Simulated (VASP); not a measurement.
**Ge: stress against strain**

Ge (diamond, Fd-3m, 22.712 Å³/atom at rest, cube axes along x, y and z) under a strain ε along a cube axis (axis z), the other axes held. PBEsol in VASP (plane waves, PAW), 480 eV, 10×10×10 Γ-centred mesh, Methfessel-Paxton smearing 0.10 eV; ions are relaxed within the symmetry of each cell. Stress is positive for a compressed cell.

Here s stands for strain and y for stress zz.

| strain (%) | stress zz (GPa) |
|---|---|
| -1.50 | 1.94 |
| -1.00 | 1.34 |
| -0.50 | 0.75 |
| 0.00 | 0.18 |
| 0.50 | -0.39 |
| 1.00 | -0.96 |
| 1.50 | -1.52 |
| 3.00 | ? |

Fit y of the 7 rows that show it with a straight line. Means: s 0, y 0.191. About the means, the sum of products is -8.0600 and the sum of squares of s is 7.0000; the slope is their ratio. Least squares gives y = 0.191 - 1.1514·s. Residuals (row less fit): 0.022, -0.002, -0.017, -0.011, -0.005, 0.000, 0.016; standard error 0.015 (degrees of freedom: 5). The slope gives the elastic constant C11 = 115 ± 0.6 GPa.

### Question
What does the fit predict for y at s = 3.00, and how far is the calculated value from it?

### Answer
y = 0.191 - 1.1514 × 3.0 = -3.263 GPa. The calculation gives -3.17 GPa, 0.093 GPa above the prediction (1.8 % of the range of y in the table). The row lies outside the fitted rows, so this is an extrapolation. From the scatter of the fitted rows alone, a prediction at this place has a standard error of 0.024 GPa, so the miss is 3.9 times that.

One order more, fitted to all 13 runs of the series, follows each within 0.01, so the miss is the next term of a smooth law. This level leaves no gap over 0.05 eV at strain -1.50, -1.00, -0.50, 0.00, 0.50, 1.00, 1.50, 3.00, where the mesh may be coarse. Rows are the converged runs of the series near zero and its far end; series whose fitted rows scatter by over a few per cent of the range, as at a crossing or softening among them, aren't shown in this form. Most that stay on the fit to the last digits aren't either.
